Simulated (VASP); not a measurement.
An input for Ansatz (written as the equivalent of a VASP run, and not itself run):

Ansatz 0.2 input:
```yaml
crystal:
  lattice:
    - [0.0000000, 2.8539759, 2.8539759]
    - [2.8539759, 0.0000000, 2.8539759]
    - [2.8539759, 2.8539759, 0.0000000]
  atoms:
    - { symbol: Hg, position: [0.0000000, 0.0000000, 0.0000000] }
    - { symbol: Se, position: [0.2500000, 0.2500000, 0.2500000] }
kpoints:
  mp_grid: { grid: [11, 11, 11] }
hamiltonian:
  xc: pbesol
  pseudopotentials: { kind: paw }
scf:
  occupations: { method: methfessel_paxton, width: 0.1 }
  max_iter: 100
relax:
  max_steps: 40
  f_tol: 0.02
  cell: { p_target: 30 }
output: { forces: true, stress: true, eigenvalues: true }
```

Problem. Translate this input to VASP (INCAR, KPOINTS, POSCAR, choice of POTCAR).

Solution. Several could match; the one computed here: 
### INCAR
```
ALGO = Normal
EDIFF = 1E-6
EDIFFG = -0.02
ENCUT = 500
GGA = PS
IBRION = 2
ISIF = 3
ISMEAR = 1
LASPH = .True.
LCHARG = .False.
LMAXMIX = 6
LREAL = .False.
LWAVE = .False.
NELM = 100
NSW = 40
PREC = Accurate
PSTRESS = 300
SIGMA = 0.1
SYSTEM = HgSe
```

File POSCAR:
```
HgSe
1.0
  0.0000000000   2.8539758990   2.8539758990
  2.8539758990   0.0000000000   2.8539758990
  2.8539758990   2.8539758990   0.0000000000
Hg Se
1 1
Cartesian
  0.0000000000   0.0000000000   0.0000000000
  1.4269879495   1.4269879495   1.4269879495
```

File KPOINTS:
```
Automatic mesh
0
Gamma
11 11 11
0 0 0
```

POTCAR, in this order: Hg Se (PBE.64 set). Program: vasp_std.

The two are equivalent in intent, not identical: each code has its own PAW files, so the cut-off isn't converted (ENCUT is set for VASP's; basis.ecutwfc is left out, and Ansatz then takes the one that its files recommend); Ansatz stops its SCF on the density residual and VASP on the energy change (EDIFF).

The compound is HgSe in the zinc blende structure. This run relaxes it under an external pressure of 30 GPa. Symmetry was kept, so distortions that lower it aren't found.
